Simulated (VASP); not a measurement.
VASP ran on this input.

**INCAR**
```
! general
SYSTEM  =  K
PREC    =  Accurate
ENCUT   =  480
LREAL   =  .FALSE.
LASPH   =  .TRUE.

! electronic loop
EDIFF   =  1E-6
NELM    =  100
ALGO    =  Normal

! smearing
ISMEAR  =  1
SIGMA   =  0.1

! functional
GGA     =  PE

! ions
IBRION  =  2
NSW     =  60
ISIF    =  3
EDIFFG  =  -0.01

! output
LWAVE   =  .FALSE.
LCHARG  =  .FALSE.
```

KPOINTS:
```
Automatic mesh
0
Gamma
9 9 9
0 0 0
```

**POSCAR**
```
K
1.0
 -2.6400000000   2.6400000000   2.6400000000
  2.6400000000  -2.6400000000   2.6400000000
  2.6400000000   2.6400000000  -2.6400000000
K
1
Cartesian
  0.0000000000   0.0000000000   0.0000000000
```

POTCAR, in this order: K_sv (PBE.64 set). Program: vasp_std.

Translate this PBE calculation to Quantum ESPRESSO's pw.x.

One equivalent input (not run):
```
&CONTROL
  calculation = 'vc-relax'
  pseudo_dir = './pseudo'
  outdir = './out'
  tprnfor = .true.
  tstress = .true.
  nstep = 60
  forc_conv_thr = 0.00039
/
&SYSTEM
  ibrav = 0
  nat = 1
  ntyp = 1
  ecutwfc = 74
  occupations = 'smearing'
  smearing = 'methfessel-paxton'
  degauss = 0.00735
  input_dft = 'pbe'
/
&ELECTRONS
  conv_thr = 7.3e-08
  electron_maxstep = 100
/
&IONS
/
&CELL
/
ATOMIC_SPECIES
  K 39.098 K.upf
CELL_PARAMETERS angstrom
    -2.6400000    2.6400000    2.6400000
     2.6400000   -2.6400000    2.6400000
     2.6400000    2.6400000   -2.6400000
ATOMIC_POSITIONS crystal
  K    0.0000000  0.0000000  0.0000000
K_POINTS automatic
  9 9 9 0 0 0
```
What does not carry over: the potentials are each code's own (VASP's PAW set, PseudoDojo norm-conserving files in pw.x), so ENCUT and ecutwfc are chosen apart and not converted; conv_thr bounds pw.x's estimated SCF error, while EDIFF bounds the energy change between steps; forc_conv_thr acts on force components and is met together with etot_conv_thr.

The compound is K in the bcc structure. The cell was not relaxed at this level.
